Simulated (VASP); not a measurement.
An input for Quantum ESPRESSO's pw.x (written as the equivalent of a VASP run, and not itself run):

```
&CONTROL
  calculation = 'scf'
  pseudo_dir = './pseudo'
  outdir = './out'
  tprnfor = .true.
  tstress = .true.
/
&SYSTEM
  ibrav = 0
  nat = 6
  ntyp = 2
  ecutwfc = 82.3
  occupations = 'smearing'
  smearing = 'fermi-dirac'
  degauss = 0.000735
  input_dft = 'pbesol'
/
&ELECTRONS
  conv_thr = 7.3e-08
  electron_maxstep = 100
/
ATOMIC_SPECIES
  Hg 200.592 Hg.upf
  Te 127.600 Te.upf
CELL_PARAMETERS angstrom
     4.5827280    0.0000000    0.0000000
    -2.2913640    3.9687590    0.0000000
     0.0000000    0.0000000   10.2289820
ATOMIC_POSITIONS crystal
  Hg   0.6883200  0.6883200  0.0000000
  Hg   0.3116800  0.0000000  0.6666670
  Hg   0.0000000  0.3116800  0.3333330
  Te   0.5137200  0.5137200  0.5000000
  Te   0.4862800  0.0000000  0.1666670
  Te   0.0000000  0.4862800  0.8333330
K_POINTS automatic
  5 5 2 0 0 0
```

Question: Translate this input to VASP (INCAR, KPOINTS, POSCAR, choice of POTCAR).

Answer: This is not unique; one that fits is 
INCAR:
```
ALGO = Normal
EDIFF = 1E-6
ENCUT = 300
GGA = PS
ISIF = 2
ISMEAR = -1
LASPH = T
LCHARG = F
LMAXMIX = 6
LREAL = F
LWAVE = F
NELM = 100
PREC = Accurate
SIGMA = 0.01
SYSTEM = HgTe
```

**POSCAR**
```
HgTe
1
    4.5827280000     0.0000000000     0.0000000000
   -2.2913640000     3.9687590000     0.0000000000
    0.0000000000     0.0000000000    10.2289820000
Hg Te
3 3
Direct
  0.6883200000   0.6883200000   0.0000000000
  0.3116800000   0.0000000000   0.6666670000
  0.0000000000   0.3116800000   0.3333330000
  0.5137200000   0.5137200000   0.5000000000
  0.4862800000   0.0000000000   0.1666670000
  0.0000000000   0.4862800000   0.8333330000
```

KPOINTS:
```
kpoints
0
gamma
 5 5 2
```

POTCAR, in this order: Hg Te (PBE.64 set). Program: vasp_std.

The two are equivalent in intent, not identical: the potentials are each code's own (VASP's PAW set, PseudoDojo norm-conserving files in pw.x), so ENCUT and ecutwfc are chosen apart and not converted; conv_thr bounds pw.x's estimated SCF error, while EDIFF bounds the energy change between steps.

The structure comes from a computed database's HgTe entry; how it stands against other phases isn't given here. The cell was not relaxed at this level.
